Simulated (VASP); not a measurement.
A VASP calculation is set up with these files.

KPOINTS:
```
Automatic
0
G
 3 3 3
```

**POSCAR**
```
CaS
1
    0.0000000000     2.9117040000     2.9117040000
    2.9117040000     0.0000000000     2.9117040000
    2.9117040000     2.9117040000     0.0000000000
Ca S
1 1
Direct
  0.0000000000   0.0000000000   0.0000000000
  0.5000000000   0.5000000000   0.5000000000
```

INCAR:
```
SYSTEM = CaS
PREC = Accurate
ENCUT = 180
EDIFF = 1E-04
NELM = 100
ALGO = Normal
LREAL = .FALSE.
LASPH = .TRUE.
ISMEAR = 1
SIGMA = 0.272
GGA = RE
LWAVE = .FALSE.
LCHARG = .FALSE.
ISIF = 2
```

POTCAR, in this order: Ca_sv S (PBE.64 set). Program: vasp_std.

Task: Translate this revPBE calculation to Ansatz.

Result: One equivalent input (not run):
Ansatz 0.2 input:
```yaml
crystal:
  lattice:
    - [0.0000000, 2.9117040, 2.9117040]
    - [2.9117040, 0.0000000, 2.9117040]
    - [2.9117040, 2.9117040, 0.0000000]
  atoms:
    - { symbol: Ca, position: [0.0000000, 0.0000000, 0.0000000] }
    - { symbol: S, position: [0.5000000, 0.5000000, 0.5000000] }
kpoints:
  mp_grid: { grid: [3, 3, 3] }
hamiltonian:
  xc: revpbe
  pseudopotentials: { kind: paw }
scf:
  occupations: { method: methfessel_paxton, width: 0.272 }
  max_iter: 100
output: { forces: true, stress: true, eigenvalues: true }
```
Limits of the translation: each code has its own PAW files, so the cut-off isn't converted (ENCUT is set for VASP's; basis.ecutwfc is left out, and Ansatz then takes the one that its files recommend); Ansatz stops its SCF on the density residual and VASP on the energy change (EDIFF).

The structure comes from a computed database's CaS entry; how it stands against other phases isn't given here. The cell was not relaxed at this level. The k-mesh is coarse (spacing up to 0.62 per Å, 2π included), so the numbers may not be converged in it. The run is one of a series of settings (EDIFF = 1E-04, ENCUT = 180, ISMEAR = 1, SIGMA = 0.272, KPOINTS 3×3×3 Γ-centred mesh against the base run), some of them coarse on purpose.
